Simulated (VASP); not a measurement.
ScTaN:

```
Ta Sc N
1.0
     3.08507    0.00000    0.00000
    -1.54253    2.67175    0.00000
     0.00000    0.00000   10.34014
Ta Sc N
2 2 2
Direct
  0.33333 0.66667 0.24563
  0.66667 0.33333 0.75437
  0.00000 0.00000 0.00000
  0.00000 0.00000 0.50000
  0.33333 0.66667 0.62984
  0.66667 0.33333 0.37016
```

The cell comes from a database or a generator and needn't be the stable form of this composition.

```yaml
Program: VASP 6.6.1
Task: single point
Functional: PBE
Potentials_or_basis: VASP PAW PBE potentials, release 64 (Ta_pv, Sc_sv, N)
Cutoff: 520 eV
k_mesh: 10 × 10 × 3
Occupations: fermi-dirac, width 0.05 eV
Spin: no spin polarisation
```

On this cell: pressure -0.1 GPa; largest force 0.011 eV/Å; band gap on the k mesh none (metal or under the smearing width).

The same run follows on a disturbed copy (atoms moved at random, drawn with an rms of 0.05 Å):

```
Ta Sc N
1.0
     3.08507    0.00000    0.00000
    -1.54253    2.67175    0.00000
     0.00000    0.00000   10.34014
Ta Sc N
2 2 2
Direct
  0.32860 0.65725 0.24890
  0.66965 0.33669 0.74720
  0.02118 0.99445 0.99675
  0.00434 0.98179 0.49880
  0.34592 0.68021 0.63276
  0.65755 0.31258 0.37255
```

Task: What does the disturbed cell give?

Result: The energy (extrapolated to zero smearing) moves by +20.3 meV/atom; pressure 2.3 GPa; largest force 1.475 eV/Å; band gap on the k mesh none (metal or under the smearing width).

Forces in eV/Å, atoms in the order of the input:
```
Ta   0.089 -0.171 -0.502
Ta   0.155  0.188  1.455
Sc  -0.172  0.015  0.142
Sc  -0.304  0.288  0.185
N    0.029 -0.610 -1.087
N    0.203  0.289 -0.193
```

Stress tensor (GPa, compression positive):
```
 2.17 -0.02 -0.09
-0.02  2.62 -0.38
-0.09 -0.38  2.18
```
